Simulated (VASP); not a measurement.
PtAs (relaxed from the CsCl type structure, space group Pm-3m): computed properties

Calculation: r2SCAN meta-GGA, VASP's PBE PAW potentials (set 64) (plane waves; VASP 6.6.1).

| Property | Result |
|---|---|
| space group | Pm-3m (221) |
| cell | a = b = c = 3.2008 Å, α = β = γ = 90.00° |
| volume per atom | 16.40 Å³/atom |
| band gap (over mesh and band path) | none (metal, semimetal or under 0.01 eV) |
| density | 13.67 g/cm³ |

```xyz
2
Lattice="3.2008 0.0000 0.0000 0.0000 3.2008 0.0000 0.0000 0.0000 3.2008" Properties=species:S:1:pos:R:3 pbc="T T T"
Pt     0.0000     0.0000     0.0000
As     1.6004     1.6004     1.6004
```

Unless said otherwise, spin-orbit coupling is left out, though it shifts the bands of the heavy elements here.

The structure was generated: PtAs was put into the CsCl type type (Pm-3m), which need not be its known phase. It was relaxed first, which changed the volume by -10 %. Symmetry was kept, so distortions that lower it aren't found. The electron count is odd and the run is not spin-polarised, which forces a metal.
